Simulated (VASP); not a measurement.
# PtCl4 (Pm-3m) in VASP: notebook, part 2 of 2

VASP 6.6.1. The steps go on from the part before.

## 3. Relaxation of cell and atoms, PBE (random cell by space group and Wyckoff sites (Pm-3m, No. 221))

INCAR reads:

```
  PREC = Accurate
  ENCUT = 600
  EDIFF = 1E-7
  ISMEAR = 0
  SIGMA = 0.1
  LREAL = F
  LASPH = T
  NELM = 60
  ALGO = Fast
  ISIF = 3
  LWAVE = F
  LCHARG = F
  GGA = PE
  IBRION = 2
  NSW = 100
  EDIFFG = -0.01
```

KPOINTS reads:

```
Automatic mesh
0
Gamma
  8 8 8
```

POSCAR reads:

```
PtCl4
1.0
    4.9982979343      0.0000000000      0.0000000000
    0.0000000000      4.9982979343      0.0000000000
    0.0000000000      0.0000000000      4.9982979343
Pt Cl
1 4
Direct
    0.5000000000      0.5000000000      0.5000000000
    0.0000000000      0.0000000000      0.0000000000
    0.5000000000      0.0000000000      0.0000000000
    0.0000000000      0.5000000000      0.0000000000
    0.0000000000      0.0000000000      0.5000000000
```

Potentials or basis: VASP PAW PBE potentials, release 64 (Pt, Cl).

Started as:

```sh
$ cat potpaw_PBE.64/Pt/POTCAR potpaw_PBE.64/Cl/POTCAR > POTCAR
$ mpirun -np 1 vasp_std > vasp.out
```

Run time: 6.7 min. Hardware: 1 thread of Intel Xeon Platinum 8175M at 2.50GHz (Skylake/Cascade Lake), shared host; peak memory 0.32 GiB.

The run converged. Its results:

```yaml
Free_energy: -7.9019 eV
Relaxed_volume: 24.57 Å³/atom
Relaxed_cell: a = 4.971 Å, b = 4.971 Å, c = 4.971 Å, α = 90.00°, β = 90.00°, γ = 90.00°
Space_group_after_relaxing_to_0.05_Å: Pm-3m (No. 221)
Energy_gained_by_relaxing: 0.6 meV/atom
Ionic_steps: 3
Pressure_after_relaxing: 0.0 GPa
Band_gap_on_the_k_mesh: none (metal or under the smearing width)
```

The path:
```csv
step,energy change (eV),largest force (eV/Å),pressure (GPa),volume (Å³)
1,0.0000,0.0000,-0.47,124.87
2,-0.0026,0.0000,-0.17,123.56
3,-0.0031,0.0000,-0.01,122.84
```

Final structure:
```
Pt Cl
1.0
     4.97105    0.00000    0.00000
     0.00000    4.97105    0.00000
     0.00000    0.00000    4.97105
Pt Cl
1 4
Direct
  0.50000 0.50000 0.50000
  0.00000 0.00000 0.00000
  0.50000 0.00000 0.00000
  0.00000 0.50000 0.00000
  0.00000 0.00000 0.50000
```

Levels at points of the mesh, in eV from the Fermi level:
```tsv
k point	band 17	band 18	band 19	band 20	band 21	band 22
(0.00, 0.00, 0.00)	-0.40	-0.40	-0.05	1.61	1.61	1.61
(0.50, 0.00, 0.00)	-0.05	-0.01	-0.01	1.62	1.62	1.65
(0.50, 0.50, 0.00)	-0.27	-0.08	0.00	0.00	1.52	1.59
(0.50, 0.50, 0.50)	-0.38	-0.38	-0.38	-0.25	-0.25	0.34
```

## 4. Single point, PBE (random cell by space group and Wyckoff sites (Pm-3m, No. 221))

INCAR reads:

```
SYSTEM = PtCl4
PREC = Accurate ; ENCUT = 520
EDIFF = 1E-6 ; ISMEAR = 0
SIGMA = 0.1 ; LREAL = .FALSE.
LASPH = .TRUE. ; NELM = 80
ALGO = Fast ; ISIF = 2
LWAVE = .FALSE. ; LCHARG = .FALSE.
GGA = PE ; NBANDS = 27
```

KPOINTS reads:

```
regular mesh
0
G
  4 4 4
  0 0 0
```

Edit POSCAR of step 3 so:

```diff
@@ -2,5 +2,5 @@
 1.0
-    4.9982979343      0.0000000000      0.0000000000
-    0.0000000000      4.9982979343      0.0000000000
-    0.0000000000      0.0000000000      4.9982979343
+    5.9175195200      0.0000000000      0.0000000000
+    0.0000000000      5.9175195200      0.0000000000
+    0.0000000000      0.0000000000      5.9175195200
 Pt Cl
```

Potentials or basis: VASP PAW PBE potentials, release 64 (Pt, Cl).

Started as:

```sh
$ cat potpaw_PBE.64/Pt/POTCAR potpaw_PBE.64/Cl/POTCAR > POTCAR
$ mpirun -np 1 vasp_std > vasp.out
```

OUTCAR:

```text
SYSTEM = PtCl4
   PREC = Accurate
   ENCUT = 520
   EDIFF = 1E-6
   ISMEAR = 0
   LREAL = .FALSE.
   LASPH = .TRUE.
   NELM = 80
   ISIF = 2
   GGA = PE

 ion  position               nearest neighbor table
   1  0.500  0.500  0.500-
   2  0.000  0.000  0.000-
   3  0.500  0.000  0.000-
   4  0.000  0.500  0.000-
   5  0.000  0.000  0.500-

  LATTYP: Found a simple cubic cell.
 ALAT       =     5.9175195200

[... 483 lines left out ...]
  FORCE on cell =-STRESS in cart. coord.  units (eV):
  Direction    XX          YY          ZZ          XY          YZ          ZX
  --------------------------------------------------------------------------------------
  -------------------------------------------------------------------------------------
  Total       -4.9839882     -4.9839882     -4.9839882      0.0000000      0.0000000      0.0000000
  in kB      -38.5361650    -38.5361650    -38.5361650      0.0000000      0.0000000      0.0000000
  external PRESSURE =     -38.5361650 kB  Pullay stress =       0.0000000 kB

 VOLUME and BASIS-vectors are now :
 -----------------------------------------------------------------------------
  energy-cutoff  :      520.00
  volume of cell :      207.21
      direct lattice vectors                 reciprocal lattice vectors
     5.917519520  0.000000000  0.000000000     0.168989726  0.000000000  0.000000000
     0.000000000  5.917519520  0.000000000     0.000000000  0.168989726  0.000000000
     0.000000000  0.000000000  5.917519520     0.000000000  0.000000000  0.168989726

 POSITION                                       TOTAL-FORCE (eV/Angst)
 -----------------------------------------------------------------------------------
      2.95876      2.95876      2.95876         0.000000      0.000000      0.000000
      0.00000      0.00000      0.00000         0.000000      0.000000      0.000000
      2.95876      0.00000      0.00000         0.000000      0.000000      0.000000
      0.00000      2.95876      0.00000         0.000000      0.000000      0.000000
      0.00000      0.00000      2.95876         0.000000      0.000000      0.000000
 -----------------------------------------------------------------------------------
    total drift:                                0.000000     -0.000000      0.000000

  FREE ENERGIE OF THE ION-ELECTRON SYSTEM (eV)
  ---------------------------------------------------
  free  energy   TOTEN  =        -5.8887140142 eV

  energy  without entropy=       -5.7237395176  energy(sigma->0) =       -5.80622677
```

stdout:

```text
POSCAR found type information on POSCAR PtCl
 POSCAR found :  2 types and       5 ions
 scaLAPACK will be used
 LDA part: xc-table for (Slater+PW92), standard interpolation
 POSCAR, INCAR and KPOINTS ok, starting setup
 FFT: planning ... GRIDC
 FFT: planning ... GRID_SOFT
 FFT: planning ... GRID
 WAVECAR not read
 entering main loop
```

Run time: 5.2 min. Hardware: 1 thread of Intel Xeon Platinum 8175M at 2.50GHz (Skylake/Cascade Lake), shared host; peak memory 0.34 GiB.

What came out:

| Item | Value |
| --- | --- |
| Free energy | -5.8887 eV |
| Pressure | -3.9 GPa |
| Band gap on the k mesh | none (metal or under the smearing width) |

Levels at points of the mesh, in eV from the Fermi level:
```csv
k point,band 16,band 17,band 18,band 19,band 20,band 21,band 22,band 23
"(0.00, 0.00, 0.00)",-0.17,-0.17,-0.17,0.52,0.66,0.66,0.66,7.27
"(0.50, 0.00, 0.00)",-0.16,-0.06,-0.05,-0.05,0.66,0.66,1.08,5.45
"(0.50, 0.50, 0.00)",-0.16,-0.13,-0.07,-0.05,-0.05,0.65,1.09,6.06
"(0.50, 0.50, 0.50)",-0.39,-0.18,-0.18,-0.18,-0.14,-0.14,0.76,6.69
```

## 5. Single point, PBE (random cell by space group and Wyckoff sites (Pm-3m, No. 221))

INCAR reads:

```
SYSTEM = PtCl4
PREC = Accurate
ENCUT = 520
EDIFF = 1E-6
ISMEAR = 0
SIGMA = 0.1
LREAL = .FALSE.
LASPH = .TRUE.
NELM = 60
ALGO = Normal
ISIF = 2
LWAVE = .FALSE.
LCHARG = .TRUE.
GGA = PE
LELF = .TRUE.
LVHAR = .TRUE.
NBANDS = 27
```

KPOINTS reads:

```
Automatic mesh
0
G
  4 4 4
  0 0 0
```

Edit POSCAR of step 4 so:

```diff
@@ -2,5 +2,5 @@
 1.0
-    5.9175195200      0.0000000000      0.0000000000
-    0.0000000000      5.9175195200      0.0000000000
-    0.0000000000      0.0000000000      5.9175195200
+    4.9982979343      0.0000000000      0.0000000000
+    0.0000000000      4.9982979343      0.0000000000
+    0.0000000000      0.0000000000      4.9982979343
 Pt Cl
```

Started as:

```sh
$ cat potpaw_PBE.64/Pt/POTCAR potpaw_PBE.64/Cl/POTCAR > POTCAR
$ mpirun -np 1 vasp_std > vasp.out
```

It took 68 s on 1 thread of Intel Xeon Platinum 8175M at 2.50GHz (Skylake/Cascade Lake), shared host; peak memory 0.25 GiB.

The run converged. Its results:

```yaml
Free_energy: -7.5255 eV
Pressure: -0.1 GPa
Band_gap_on_the_k_mesh: none (metal or under the smearing width)
```

Levels at points of the mesh, in eV from the Fermi level:
```csv
k point,band 15,band 16,band 17,band 18,band 19,band 20,band 21,band 22,band 23,band 24
"(0.00, 0.00, 0.00)",-0.45,-0.40,-0.40,-0.40,-0.04,1.56,1.56,1.56,7.15,7.15
"(0.50, 0.00, 0.00)",-0.39,-0.31,-0.07,-0.03,-0.03,1.57,1.57,1.61,4.88,6.93
"(0.50, 0.50, 0.00)",-1.45,-0.31,-0.27,-0.10,-0.03,-0.03,1.49,1.54,6.18,6.18
"(0.50, 0.50, 0.50)",-1.33,-1.33,-0.39,-0.39,-0.39,-0.26,-0.26,0.35,7.59,7.59
```

The run has no spin-orbit coupling, so splittings on Pt are missing.

## 6. Relaxation of cell and atoms, PBE (random cell by space group and Wyckoff sites (Pm-3m, No. 221))

INCAR reads:

```
ALGO = Fast
EDIFF = 1E-6
EDIFFG = -0.04
ENCUT = 600
GGA = PE
IBRION = 2
ISIF = 3
ISMEAR = 0
LASPH = True
LCHARG = False
LREAL = False
LWAVE = False
NELM = 100
NSW = 90
PREC = Accurate
SIGMA = 0.1
```

KPOINTS reads:

```
k-points
0
Gamma
  4 4 4
```

Edit POSCAR of step 5 so:

```diff
@@ -2,5 +2,5 @@
 1.0
-    4.9982979343      0.0000000000      0.0000000000
-    0.0000000000      4.9982979343      0.0000000000
-    0.0000000000      0.0000000000      4.9982979343
+    5.9175195200      0.0000000000      0.0000000000
+    0.0000000000      5.9175195200      0.0000000000
+    0.0000000000      0.0000000000      5.9175195200
 Pt Cl
```

Potentials or basis: VASP PAW PBE potentials, release 64 (Pt, Cl).

Started as:

```sh
$ cat potpaw_PBE.64/Pt/POTCAR potpaw_PBE.64/Cl/POTCAR > POTCAR
$ mpirun -np 1 vasp_std > vasp.out
```

Wall time 14 min (1 thread of Intel Xeon Platinum 8175M at 2.50GHz (Skylake/Cascade Lake), shared host); peak memory 0.37 GiB.

Results (log left out):

```
Free energy                            : -7.5282 eV
Relaxed volume                         : 25.22 Å³/atom
Relaxed cell                           : a = 5.015 Å, b = 5.015 Å, c = 5.015 Å, α = 90.00°, β = 90.00°, γ = 90.00°
Space group after relaxing (to 0.05 Å) : Pm-3m (No. 221)
Energy gained by relaxing              : 327.8 meV/atom
Ionic steps                            : 5
Pressure after relaxing                : -0.2 GPa
Band gap on the k mesh                 : none (metal or under the smearing width)
```

Step by step:
| step | energy change (eV) | largest force (eV/Å) | pressure (GPa) | volume (Å³) |
| --- | --- | --- | --- | --- |
| 1 | 0.0000 | 0.0000 | -3.80 | 207.21 |
| 2 | -0.6849 | 0.0000 | -3.93 | 179.12 |
| 3 | -1.4678 | 0.0000 | 4.33 | 110.26 |
| 4 | -1.5762 | 0.0000 | -1.94 | 135.43 |
| 5 | -1.6392 | 0.0000 | -0.24 | 126.10 |

Final structure:
```yaml
crystal:
  lattice:
    - [5.01467, 0.00000, 0.00000]
    - [0.00000, 5.01467, 0.00000]
    - [0.00000, 0.00000, 5.01467]
  atoms:
    - { symbol: Pt, position: [0.50000, 0.50000, 0.50000] }
    - { symbol: Cl, position: [0.00000, 0.00000, 0.00000] }
    - { symbol: Cl, position: [0.50000, 0.00000, 0.00000] }
    - { symbol: Cl, position: [0.00000, 0.50000, 0.00000] }
    - { symbol: Cl, position: [0.00000, 0.00000, 0.50000] }
```

Levels at points of the mesh, in eV from the Fermi level:
| k point | band 17 | band 18 | band 19 | band 20 | band 21 | band 22 |
| --- | --- | --- | --- | --- | --- | --- |
| (0.00, 0.00, 0.00) | -0.40 | -0.40 | -0.02 | 1.54 | 1.54 | 1.54 |
| (0.50, 0.00, 0.00) | -0.07 | -0.03 | -0.03 | 1.54 | 1.54 | 1.59 |
| (0.50, 0.50, 0.00) | -0.27 | -0.10 | -0.03 | -0.03 | 1.48 | 1.51 |
| (0.50, 0.50, 0.50) | -0.38 | -0.38 | -0.38 | -0.26 | -0.26 | 0.36 |

Caveat: the volume moved by over 15 % at a fixed basis, so the end points are rough. The run has no spin-orbit coupling, so splittings on Pt are missing.

## 7. The runs side by side

```csv
task,cell,k mesh,cutoff (eV),gap on the mesh (eV),pressure (GPa),relaxed volume (Å³/atom)
single point,"random cell by space group and Wyckoff sites (Pm-3m, No. 221)",8 × 8 × 8,520,none,-0.1,-
relaxation of cell and atoms,"relaxed from: random cell by space group and Wyckoff sites (Pm-3m, No. 221)",8 × 8 × 8,600,none,0.0,24.57
single point,"random cell by space group and Wyckoff sites (Pm-3m, No. 221)",4 × 4 × 4,520,none,-0.1,-
relaxation of cell and atoms,"relaxed from: random cell by space group and Wyckoff sites (Pm-3m, No. 221)",4 × 4 × 4,600,none,-0.2,25.22
```

Alike in all rows: level PBE; potentials or basis VASP PAW PBE potentials, release 64 (Pt, Cl); no spin polarisation; smearing gaussian 0.1 eV.

Caveats: the volume moved by over 15 % at a fixed basis, so the end points are rough (some runs).

Absolute energies hang on the potentials; compare differences alone.
